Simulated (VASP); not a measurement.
# YNb (Pm-3m) in VASP: notebook

One crystal, YNb, is run at these levels: PBE; tasks: relaxation of cell and atoms.

Everything below comes from runs of VASP 6.6.1. Logs are shortened: lines on timing, memory, paths and dates and some standing lists are left out, and cuts for length are marked.

### Step 1. Starting point

The structure is cubic, space group Pm-3m (No. 221). Conventional cell: a = 3.611 Å, b = 3.611 Å, c = 3.611 Å, α = 90.00°, β = 90.00°, γ = 90.00°. Y (site symmetry m-3m) is surrounded by 8 Nb at 3.13 Å. Nb (site symmetry m-3m) is surrounded by 8 Y at 3.13 Å.

The cell was built by a generator and needn't be a form met in nature.

### Step 2. Relaxation of cell and atoms, PBE

Input file INCAR:

```
SYSTEM = YNb
PREC = Accurate ; ENCUT = 600
EDIFF = 1E-7 ; ISMEAR = -1
SIGMA = 0.05 ; LREAL = .False.
LASPH = .True. ; NELM = 60
ALGO = Normal ; ISIF = 3
LWAVE = .False. ; LCHARG = .False.
GGA = PE ; IBRION = 2
NSW = 60 ; EDIFFG = -0.005
```

Input file KPOINTS:

```
regular mesh
0
Gamma
  5 5 5
  0 0 0
```

Input file POSCAR:

```
YNb
1.0
    3.6114100000      0.0000000000      0.0000000000
    0.0000000000      3.6114100000      0.0000000000
    0.0000000000      0.0000000000      3.6114100000
Y Nb
1 1
Direct
    0.0000000000      0.0000000000      0.0000000000
    0.5000000000      0.5000000000      0.5000000000
```

Potentials or basis: VASP PAW PBE potentials, release 64 (Y_sv, Nb_sv).

Command:

```
> cat potpaw_PBE.64/Y_sv/POTCAR potpaw_PBE.64/Nb_sv/POTCAR > POTCAR
> mpirun -np 1 vasp_std > vasp.out
```

OUTCAR:

```text
SYSTEM = YNb
   PREC = Accurate
   ENCUT = 600
   EDIFF = 1E-7
   ISMEAR = -1
   LREAL = .False.
   LASPH = .True.
   NELM = 60
   ISIF = 3
   GGA = PE
   IBRION = 2
   NSW = 60
   EDIFFG = -0.005

 ion  position               nearest neighbor table
   1  0.000  0.000  0.000-   2 3.13   2 3.13   2 3.13   2 3.13   2 3.13   2 3.13   2 3.13   2 3.13

   2  0.500  0.500  0.500-   1 3.13   1 3.13   1 3.13   1 3.13   1 3.13   1 3.13   1 3.13   1 3.13

  LATTYP: Found a simple cubic cell.
 ALAT       =     3.6114100000

  Lattice vectors:

 A1 = (   3.6114100000,   0.0000000000,   0.0000000000)
 A2 = (   0.0000000000,   3.6114100000,   0.0000000000)
 A3 = (   0.0000000000,   0.0000000000,   3.6114100000)

Analysis of symmetry for initial positions (statically):
=====================================================================
 Subroutine PRICEL returns:
 Original cell was already a primitive cell.

 Routine SETGRP: Setting up the symmetry group for a
 simple cubic supercell.

 Subroutine GETGRP returns: Found 48 space group operations
 (whereof 48 operations were pure point group operations)
 out of a pool of 48 trial point group operations.

The static configuration has the point symmetry O_h .

Analysis of symmetry for dynamics (positions and initial velocities):
=====================================================================
 Subroutine PRICEL returns:
 Original cell was already a primitive cell.

 Routine SETGRP: Setting up the symmetry group for a
 simple cubic supercell.

 Subroutine GETGRP returns: Found 48 space group operations
 (whereof 48 operations were pure point group operations)
 out of a pool of 48 trial point group operations.

The dynamic configuration has the point symmetry O_h .

 Subroutine INISYM returns: Found 48 space group operations
 (whereof 48 operations are pure point group operations),
 and found     1 'primitive' translations

----------------------------------------------------------------------------------------

                                     Primitive cell

  volume of cell :      47.1010

  direct lattice vectors                    reciprocal lattice vectors
     3.611410000  0.000000000  0.000000000     0.276900158  0.000000000  0.000000000
     0.000000000  3.611410000  0.000000000     0.000000000  0.276900158  0.000000000
     0.000000000  0.000000000  3.611410000     0.000000000  0.000000000  0.276900158

  length of vectors
     3.611410000  3.611410000  3.611410000     0.276900158  0.276900158  0.276900158

  position of ions in fractional coordinates (direct lattice)
     0.000000000  0.000000000  0.000000000
     0.500000000  0.500000000  0.500000000

  ion indices of the primitive-cell ions
   primitive index   ion index
                 1           1
                 2           2

----------------------------------------------------------------------------------------

 KPOINTS: regular mesh

Automatic generation of k-mesh.
 Grid dimensions read from file:
 generate k-points for:    5    5    5

 Generating k-lattice:

  Cartesian coordinates                     Fractional coordinates (reciprocal lattice)
     0.055380032  0.000000000  0.000000000     0.200000000  0.000000000  0.000000000
     0.000000000  0.055380032  0.000000000     0.000000000  0.200000000  0.000000000
     0.000000000  0.000000000  0.055380032     0.000000000  0.000000000  0.200000000

  Length of vectors
     0.055380032  0.055380032  0.055380032

  Shift w.r.t. Gamma in fractional coordinates (k-lattice)
     0.000000000  0.000000000  0.000000000

 Subroutine IBZKPT returns following result:
 ===========================================

 Found     10 irreducible k-points:

 Following reciprocal coordinates:
            Coordinates               Weight
  0.000000  0.000000  0.000000      1.000000
  0.200000  0.000000  0.000000      6.000000
  0.400000  0.000000  0.000000      6.000000
  0.200000  0.200000  0.000000     12.000000
  0.400000  0.200000  0.000000     24.000000
  0.400000  0.400000  0.000000     12.000000
  0.200000  0.200000  0.200000      8.000000
  0.400000  0.200000  0.200000     24.000000
  0.400000  0.400000  0.200000     24.000000
  0.400000  0.400000  0.400000      8.000000
   k-points           NKPTS =     10   k-points in BZ     NKDIM =     10   number of bands    NBANDS=     16
   number of dos      NEDOS =    301   number of ions     NIONS =      2
   total plane-waves  NPLWV =  27000
   dimension x,y,z NGX =    30 NGY =   30 NGZ =   30
   dimension x,y,z NGXF=    60 NGYF=   60 NGZF=   60
   ions per type =               1   1
   NGX,Y,Z   is equivalent  to a cutoff of  13.81, 13.81, 13.81 a.u.
   NGXF,Y,Z  is equivalent  to a cutoff of  27.62, 27.62, 27.62 a.u.
 SYSTEM =  YNb
   PREC   = accura    normal or accurate (medium, high low for compatibility)
   ISTART =      0    job   : 0-new  1-cont  2-samecut
   ICHARG =      2    charge: 1-file 2-atom 10-const
   ISPIN  =      1    spin polarized calculation?
   LNONCOLLINEAR =      F non collinear calculations
   LSORBIT =      F    spin-orbit coupling
   LASPH  =      T    aspherical Exc in radial PAW
   ENCUT  =  600.0 eV  44.10 Ry    6.64 a.u.   7.21  7.21  7.21*2*pi/ulx,y,z
   NELM   =     60;   NELMIN=  2; NELMDL= -5     # of ELM steps
   EDIFF  = 0.1E-06   stopping-criterion for ELM
   LREAL  =      F    real-space projection
   EDIFFG = -.5E-02   stopping-criterion for IOM
   NSW    =     60    number of steps for IOM
   IBRION =      2    ionic relax: 0-MD 1-quasi-New 2-CG
   NFREE  =      1    steps in history (QN), initial steepest desc. (CG)
   ISIF   =      3    stress and relaxation
   ISYM   =      2    0-nonsym 1-usesym 2-fastsym
   POTIM  = 0.5000    time-step for ionic-motion
   TEBEG  =    0.0;   TEEND  =   0.0 temperature during run
   PSTRESS=    0.0 pullay stress
   NELECT =      24.0000    total number of electrons
   NUPDOWN=      -1.0000    fix difference up-down
   EMIN   =  10.00;   EMAX   =-10.00  energy-range for DOS
   EFERMI =   0.00;   METHOD = LEGACY
   ISMEAR =    -1;   SIGMA  =   0.05  broadening in eV -4-tet -1-fermi 0-gaus
   EFERMI_NEDOS =   21; number of points for ismear=-14 and -15
   IALGO  =     38    algorithm
   IMIX   =      4    mixing-type and parameters
     AMIX     =   0.40;   BMIX     =  1.00
     AMIX_MAG =   1.60;   BMIX_MAG =  1.00
  volume/ion in A,a.u.               =      23.55       158.93
  Fermi-wavevector in a.u.,A,eV,Ry     =   1.307581  2.470969 23.262791  1.709767
  Thomas-Fermi vector in A             =   2.438306
   LORBIT       =      0    0 simple, 1 ext, 2 COOP (PROOUT), +10 PAW based schemes
   GGA     = PE    functional components
   LHFCALC =     F    Hartree Fock is set to
   AEXX    =    0.0000 exact exchange contribution
   IVDW    =     0    specifies the selected vdW correction
   LEPSILON=     F    determine dielectric tensor
   LRPA    =     F    only Hartree local field effects (RPA)
 conjugate gradient relaxation of ions
 non-spin polarized calculation
  energy-cutoff  :      600.00
  volume of cell :       47.10
 maximum number of plane-waves:      1594
 NGX is ok and might be reduce to    30
   NGX = 15   NGY = 15   NGZ = 15

--------------------------------------- Ionic step        1  -------------------------------------------

 number of electron      24.0000000 magnetization

 Free energy of the ion-electron system (eV)
  ---------------------------------------------------
  ext. energy  EPLUGINS =         0.00000000
  ---------------------------------------------------
  free energy    TOTEN  =       -15.49948466 eV

  energy without entropy =      -15.46149963  energy(sigma->0) =      -15.48049214

------------------------ aborting loop because EDIFF is reached ----------------------------------------

  FORCE on cell =-STRESS in cart. coord.  units (eV):
  Direction    XX          YY          ZZ          XY          YZ          ZX
  --------------------------------------------------------------------------------------
  -------------------------------------------------------------------------------------
  Total       -0.1210759     -0.1210759     -0.1210759     -0.0000000      0.0000000      0.0000000
  in kB       -4.1184882     -4.1184882     -4.1184882     -0.0000000      0.0000000      0.0000000
  external PRESSURE =      -4.1184882 kB  Pullay stress =       0.0000000 kB

 VOLUME and BASIS-vectors are now :
 -----------------------------------------------------------------------------
  energy-cutoff  :      600.00
  volume of cell :       47.10
      direct lattice vectors                 reciprocal lattice vectors
     3.611410000  0.000000000  0.000000000     0.276900158  0.000000000  0.000000000
     0.000000000  3.611410000  0.000000000     0.000000000  0.276900158  0.000000000
     0.000000000  0.000000000  3.611410000     0.000000000  0.000000000  0.276900158
[... 37 lines left out ...]
 POSITION                                       TOTAL-FORCE (eV/Angst)
 -----------------------------------------------------------------------------------
      0.00000      0.00000      0.00000         0.000000      0.000000      0.000000
      1.80043      1.80043      1.80043        -0.000000      0.000000      0.000000
 -----------------------------------------------------------------------------------
    total drift:                                0.000000      0.000000      0.000000

  FREE ENERGIE OF THE ION-ELECTRON SYSTEM (eV)
  ---------------------------------------------------
  free  energy   TOTEN  =       -15.4996474162 eV

  energy  without entropy=      -15.4618428354  energy(sigma->0) =      -15.48074513

--------------------------------------- Ionic step        3  -------------------------------------------

 number of electron      24.0000000 magnetization

 Free energy of the ion-electron system (eV)
  ---------------------------------------------------
  ext. energy  EPLUGINS =         0.00000000
  ---------------------------------------------------
  free energy    TOTEN  =       -15.49979875 eV

  energy without entropy =      -15.46192767  energy(sigma->0) =      -15.48086321

 E-fermi :   6.4210     XC(G=0): -10.9827

 val. band max:        6.3986486763   @ k =   0.2000   0.2000   0.2000
 cond. band min:       6.4327739213   @ k =   0.4000   0.2000   0.0000
 fundamental gap:      0.0341252450
 Fermi energy:         6.4210218317

 k-point     1 :       0.0000    0.0000    0.0000
  band No.  band energies     occupation
      1     -48.2292      2.00000
      2     -35.1049      2.00000
      3     -24.2600      2.00000
      4     -24.2600      2.00000
      5     -24.2600      2.00000
      6     -15.0335      2.00000
[... 8 lines left out ...]
     15      10.2276      0.00000
     16      10.2276      0.00000
[... 191 lines left out ...]
 POSITION                                       TOTAL-FORCE (eV/Angst)
 -----------------------------------------------------------------------------------
      0.00000      0.00000      0.00000         0.000000      0.000000      0.000000
      1.80258      1.80258      1.80258        -0.000000      0.000000      0.000000
 -----------------------------------------------------------------------------------
    total drift:                                0.000000      0.000000      0.000000

  FREE ENERGIE OF THE ION-ELECTRON SYSTEM (eV)
  ---------------------------------------------------
  free  energy   TOTEN  =       -15.4997987486 eV

  energy  without entropy=      -15.4619276746  energy(sigma->0) =      -15.48086321

 reached required accuracy - stopping structural energy minimisation
```

Wall time 24 s (1 thread of Intel Xeon Platinum 8488C (Sapphire Rapids), shared host); peak memory 0.18 GiB.

Results:

* Free energy: -15.4998 eV
* Relaxed volume: 23.43 Å³/atom
* Relaxed cell: a = 3.605 Å, b = 3.605 Å, c = 3.605 Å, α = 90.00°, β = 90.00°, γ = 90.00°
* Space group after relaxing (to 0.05 Å): Pm-3m (No. 221)
* Energy gained by relaxing: 0.2 meV/atom
* Ionic steps: 3
* Pressure after relaxing: 0.0 GPa
* Band gap on the k mesh: none (metal or under the smearing width)

Step by step:
```csv
step,energy change (eV),largest force (eV/Å),pressure (GPa),volume (Å³)
1,0.0000,0.0000,-0.41,47.10
2,-0.0002,0.0000,0.29,46.69
3,-0.0003,0.0000,0.00,46.86
```

Final structure:
```
Y Nb
1.0
     3.60517    0.00000    0.00000
     0.00000    3.60517    0.00000
     0.00000    0.00000    3.60517
Y Nb
1 1
Direct
  0.00000 0.00000 0.00000
  0.50000 0.50000 0.50000
```

### Step 3. Relaxation of cell and atoms, PBE, spin-orbit coupling, no magnetisation

INCAR, as its differences from that of step 2:

```diff
@@ -7,3 +7,6 @@
 LWAVE = .False. ; LCHARG = .False.
-GGA = PE ; IBRION = 2
-NSW = 60 ; EDIFFG = -0.005
+MAGMOM = 0 0 0 0 0 0 ; LORBIT = 11
+LSORBIT = .True. ; GGA_COMPAT = .False.
+LMAXMIX = 4 ; GGA = PE
+IBRION = 2 ; NSW = 60
+EDIFFG = -0.005
```

KPOINTS is that of step 2.

POSCAR is that of step 2.

Potentials or basis: VASP PAW PBE potentials, release 64 (Y_sv, Nb_sv).

Command:

```
> cat potpaw_PBE.64/Y_sv/POTCAR potpaw_PBE.64/Nb_sv/POTCAR > POTCAR
> mpirun -np 1 vasp_ncl > vasp.out
```

It took 99 s on 1 thread of Intel Xeon Platinum 8488C (Sapphire Rapids), shared host; peak memory 0.3 GiB.

It converged, with:

```yaml
Free_energy: -15.6402 eV
Relaxed_volume: 23.43 Å³/atom
Relaxed_cell: a = 3.605 Å, b = 3.605 Å, c = 3.605 Å, α = 90.00°, β = 90.00°, γ = 90.00°
Space_group_after_relaxing_to_0.05_Å: Pm-3m (No. 221)
Energy_gained_by_relaxing: 0.2 meV/atom
Ionic_steps: 3
Pressure_after_relaxing: 0.0 GPa
Valence_electrons_inside_the_program's_atomic_spheres: Y 9.86; Nb 10.64
```

The path:
```csv
step,energy change (eV),largest force (eV/Å),pressure (GPa),volume (Å³)
1,0.0000,0.0000,-0.41,47.10
2,-0.0002,0.0000,0.28,46.69
3,-0.0003,0.0000,0.01,46.85
```

Final structure:
```
Y Nb
1.0
     3.60507    0.00000    0.00000
     0.00000    3.60507    0.00000
     0.00000    0.00000    3.60507
Y Nb
1 1
Direct
  0.00000 0.00000 0.00000
  0.50000 0.50000 0.50000
```

### Step 4. For comparison

An earlier run on the cell as given: functional PBE; potentials or basis VASP PAW PBE potentials, release 64 (Y_sv, Nb_sv); cutoff 520 eV; k mesh 7 × 7 × 7; occupations fermi-dirac, width 0.05 eV; no spin polarisation.

* Pressure: -0.1 GPa
* Band gap on the k mesh: none (metal or under the smearing width)

### Step 5. Overview

| task | spin | cell | k mesh | cutoff (eV) | gap on the mesh (eV) | pressure (GPa) | relaxed volume (Å³/atom) |
| --- | --- | --- | --- | --- | --- | --- | --- |
| relaxation of cell and atoms | off | relaxed | 5 × 5 × 5 | 600 | none | 0.0 | 23.43 |
| relaxation of cell and atoms | SOC, no magnetisation | relaxed | 5 × 5 × 5 | 600 | - | 0.0 | 23.43 |
| single point | off | as given | 7 × 7 × 7 | 520 | none | -0.1 | - |

Alike in all rows: level PBE; potentials or basis VASP PAW PBE potentials, release 64 (Y_sv, Nb_sv); smearing fermi-dirac 0.05 eV.

Total energies depend on the potentials used, so only differences within one code and one set of settings carry meaning.
